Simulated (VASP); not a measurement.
# Al2SiF2 in VASP: notebook, part 2 of 2

VASP 6.6.1. Earlier steps stand in the parts before.

## 3. Relaxation of cell and atoms, PBE

This run uses another cell than the first one, of 13.35 Å³/atom, 0.815 times its volume.

INCAR reads:

```
SYSTEM = Al2SiF2
PREC     = Normal         ! precision mode
ENCUT    = 520            ! plane-wave cutoff, eV
EDIFF    = 1E-4           ! SCF threshold, eV
ISMEAR   = 0              ! smearing method
SIGMA    = 0.15           ! smearing width, eV
LREAL    = .FALSE.        ! projectors in reciprocal space
LASPH    = .TRUE.         ! aspherical terms in the spheres
NELM     = 60             ! most SCF steps
ALGO     = Fast           ! electronic algorithm
ISIF     = 3              ! what is computed and relaxed
LWAVE    = .FALSE.        ! write WAVECAR
LCHARG   = .FALSE.        ! write CHGCAR
GGA      = PE             ! functional
IBRION   = 2              ! ionic algorithm
NSW      = 24             ! ionic steps
EDIFFG   = -0.08          ! ionic threshold
```

KPOINTS reads:

```
regular mesh
0
G
  5 5 5
  0 0 0
```

POSCAR reads:

```
Al2SiF2
1.0
   -1.8000000000      1.8000000000      5.1500000000
    1.8000000000     -1.8000000000      5.1500000000
    1.8000000000      1.8000000000     -5.1500000000
Al Si F
2 1 2
Direct
    0.3500000000      0.3500000000      0.0000000000
    0.6500000000      0.6500000000      0.0000000000
    0.0000000000      0.0000000000      0.0000000000
    0.7500000000      0.2500000000      0.5000000000
    0.2500000000      0.7500000000      0.5000000000
```

Potentials or basis: VASP PAW PBE potentials, release 64 (Al, Si, F).

Command:

```bash
cat potpaw_PBE.64/Al/POTCAR potpaw_PBE.64/Si/POTCAR potpaw_PBE.64/F/POTCAR > POTCAR
mpirun -np 1 vasp_std > vasp.out
```

OUTCAR:

```text
SYSTEM = Al2SiF2
   PREC = Normal
   ENCUT = 520
   EDIFF = 1E-4
   ISMEAR = 0
   LREAL = .FALSE.
   LASPH = .TRUE.
   NELM = 60
   ISIF = 3
   GGA = PE
   IBRION = 2
   NSW = 24
   EDIFFG = -0.08

 ion  position               nearest neighbor table
   1  0.350  0.350  0.000-   5 2.07   4 2.07   4 2.07   5 2.07   3 2.98   3 2.98   3 2.98   3 2.98
                             2 3.09   2 3.27   2 3.27   2 3.27   2 3.27
   2  0.650  0.650  0.000-   5 2.07   4 2.07   4 2.07   5 2.07   3 2.98   3 2.98   3 2.98   3 2.98
                             1 3.09   1 3.27   1 3.27   1 3.27   1 3.27
   3  0.000  0.000  0.000-   2 2.98   2 2.98   2 2.98   1 2.98   2 2.98   1 2.98   1 2.98   1 2.98

   4  0.750  0.250  0.500-   1 2.07   2 2.07   1 2.07   2 2.07
   5  0.250  0.750  0.500-   1 2.07   2 2.07   1 2.07   2 2.07

  LATTYP: Found a body centered tetragonal cell.
 ALAT       =     3.6000000000
 C/A-ratio  =     2.8611111111

  Lattice vectors:

 A1 = (  -1.8000000000,   1.8000000000,   5.1500000000)
 A2 = (   1.8000000000,  -1.8000000000,   5.1500000000)
 A3 = (   1.8000000000,   1.8000000000,  -5.1500000000)

Analysis of symmetry for initial positions (statically):
=====================================================================
 Subroutine PRICEL returns:
 Original cell was already a primitive cell.

 Routine SETGRP: Setting up the symmetry group for a
 body centered tetragonal supercell.

 Subroutine GETGRP returns: Found 16 space group operations
 (whereof 16 operations were pure point group operations)
 out of a pool of 16 trial point group operations.

The static configuration has the point symmetry D_4h.

Analysis of symmetry for dynamics (positions and initial velocities):
=====================================================================
 Subroutine PRICEL returns:
 Original cell was already a primitive cell.

 Routine SETGRP: Setting up the symmetry group for a
 body centered tetragonal supercell.

 Subroutine GETGRP returns: Found 16 space group operations
 (whereof 16 operations were pure point group operations)
 out of a pool of 16 trial point group operations.

The dynamic configuration has the point symmetry D_4h.

 Subroutine INISYM returns: Found 16 space group operations
[... 111 lines left out ...]
   ISMEAR =     0;   SIGMA  =   0.15  broadening in eV -4-tet -1-fermi 0-gaus
   EFERMI_NEDOS =   21; number of points for ismear=-14 and -15
   IALGO  =     68    algorithm
   IMIX   =      4    mixing-type and parameters
     AMIX     =   0.40;   BMIX     =  1.00
     AMIX_MAG =   1.60;   BMIX_MAG =  1.00
  volume/ion in A,a.u.               =      13.35        90.08
  Fermi-wavevector in a.u.,A,eV,Ry     =   1.164147  2.199919 18.439137  1.355238
  Thomas-Fermi vector in A             =   2.300688
   LORBIT       =      0    0 simple, 1 ext, 2 COOP (PROOUT), +10 PAW based schemes
   GGA     = PE    functional components
   LHFCALC =     F    Hartree Fock is set to
   AEXX    =    0.0000 exact exchange contribution
   IVDW    =     0    specifies the selected vdW correction
   LEPSILON=     F    determine dielectric tensor
   LRPA    =     F    only Hartree local field effects (RPA)
 conjugate gradient relaxation of ions
 non-spin polarized calculation
 RMM-DIIS sequential band-by-band and
 Gauss-broadening in eV      SIGMA  =   0.15
  energy-cutoff  :      520.00
  volume of cell :       66.74
 maximum number of plane-waves:      1823
   NGX = 21   NGY = 21   NGZ = 21

--------------------------------------- Ionic step        1  -------------------------------------------

 number of electron      23.9999980 magnetization

 Free energy of the ion-electron system (eV)
  ---------------------------------------------------
  ext. energy  EPLUGINS =         0.00000000
  ---------------------------------------------------
  free energy    TOTEN  =       -21.02689836 eV

  energy without entropy =      -20.99786386  energy(sigma->0) =      -21.01238111

------------------------ aborting loop because EDIFF is reached ----------------------------------------

  FORCE on cell =-STRESS in cart. coord.  units (eV):
  Direction    XX          YY          ZZ          XY          YZ          ZX
  --------------------------------------------------------------------------------------
  -------------------------------------------------------------------------------------
  Total       -0.4599759     -0.4599759      6.2386734      0.0000000     -0.0000000      0.0000000
  in kB      -11.0416359    -11.0416359    149.7581965      0.0000000     -0.0000000      0.0000000
  external PRESSURE =      42.5583082 kB  Pullay stress =       0.0000000 kB
[... 260 lines left out ...]
--------------------------------------- Ionic step        8  -------------------------------------------

 number of electron      24.0000014 magnetization

 Free energy of the ion-electron system (eV)
  ---------------------------------------------------
  ext. energy  EPLUGINS =         0.00000000
  ---------------------------------------------------
  free energy    TOTEN  =       -22.82431279 eV

  energy without entropy =      -22.80479826  energy(sigma->0) =      -22.81455552

 E-fermi :   7.9287     XC(G=0): -10.6339

 val. band max:        7.9243822699   @ k =  -0.4000   0.2000   0.0000
 cond. band min:       8.0383093454   @ k =  -0.4000   0.4000   0.2000
 fundamental gap:      0.1139270754
 Fermi energy:         7.9286663007

 k-point     1 :       0.0000    0.0000    0.0000
  band No.  band energies     occupation
      1     -19.0476      2.00000
      2     -17.1900      2.00000
      3      -2.9892      2.00000
      4      -2.3655      2.00000
      5      -0.9272      2.00000
      6      -0.9272      2.00000
[... 363 lines left out ...]
  FREE ENERGIE OF THE ION-ELECTRON SYSTEM (eV)
  ---------------------------------------------------
  free  energy   TOTEN  =       -22.8243127864 eV

  energy  without entropy=      -22.8047982582  energy(sigma->0) =      -22.81455552

 reached required accuracy - stopping structural energy minimisation
```

CONTCAR:

```text
Al2SiF2
   1.00000000000000
    -1.6558708059743736    1.6558708059743736    5.7308139844844126
     1.6558708059743736   -1.6558708059743736    5.7308139844844126
     1.6558708059743736    1.6558708059743736   -5.7308139844844126
  Al              Si              F
     2     1     2
Direct
     0.3742364379901118    0.3742364379901118    0.0000000000000000
     0.6257635620098883    0.6257635620098883    0.0000000000000000
     0.0000000000000000    0.0000000000000000    1.0000000000000000
     0.7500000000000000    0.2500000000000000    0.5000000000000000
     0.2500000000000000    0.7500000000000000    0.5000000000000000

  0.00000000E+00  0.00000000E+00  0.00000000E+00
  0.00000000E+00  0.00000000E+00  0.00000000E+00
  0.00000000E+00  0.00000000E+00  0.00000000E+00
  0.00000000E+00  0.00000000E+00  0.00000000E+00
  0.00000000E+00  0.00000000E+00  0.00000000E+00
```

Wall time 36 s (1 thread of Intel Xeon Platinum 8488C (Sapphire Rapids), shared host); peak memory 0.18 GiB.

What came out:

- Free energy: -22.8243 eV
- Relaxed volume: 12.57 Å³/atom
- Relaxed cell: a = 6.191 Å, b = 6.191 Å, c = 6.191 Å, α = 148.97°, β = 148.97°, γ = 44.45°
- Space group after relaxing (to 0.05 Å): I4/mmm (No. 139)
- Energy gained by relaxing: 359.5 meV/atom
- Ionic steps: 8
- Pressure after relaxing: -0.1 GPa
- Largest force after relaxing: 0.012 eV/Å
- Band gap on the k mesh: none (metal or under the smearing width)

Forces on the atoms (eV/Å):
```
Al   0.000  0.000  0.012
Al   0.000  0.000 -0.012
Si   0.000  0.000  0.000
F    0.000  0.000  0.000
F    0.000  0.000  0.000
```

Stress tensor (GPa, compression positive):
```
-0.01  0.00  0.00
 0.00 -0.01  0.00
 0.00  0.00 -0.18
```

The path:
| step | energy change (eV) | largest force (eV/Å) | pressure (GPa) | volume (Å³) |
| --- | --- | --- | --- | --- |
| 1 | 0.0000 | 3.3826 | 4.26 | 66.74 |
| 2 | -1.1142 | 1.1575 | -5.09 | 70.13 |
| 3 | -1.2764 | 0.0411 | -8.30 | 71.63 |
| 4 | -1.7204 | 1.0525 | -3.70 | 64.80 |
| 5 | -1.7205 | 1.0291 | -3.66 | 64.94 |
| 6 | -1.7916 | 0.0622 | 1.72 | 61.81 |
| 7 | -1.7951 | 0.1379 | 0.82 | 62.35 |
| 8 | -1.7974 | 0.0116 | -0.06 | 62.85 |

Final structure:
```
CELL_PARAMETERS angstrom
-1.65587 1.65587 5.73081
1.65587 -1.65587 5.73081
1.65587 1.65587 -5.73081
ATOMIC_POSITIONS crystal
Al 0.37424 0.37424 0.00000
Al 0.62576 0.62576 0.00000
Si 0.00000 0.00000 0.00000
F 0.75000 0.25000 0.50000
F 0.25000 0.75000 0.50000
```

Caveat: the k mesh is coarse (spacing up to 0.49 Å⁻¹), so the values aren't converged; the relaxation stopped at a loose force limit of 0.08 eV/Å, so its end isn't a converged minimum.
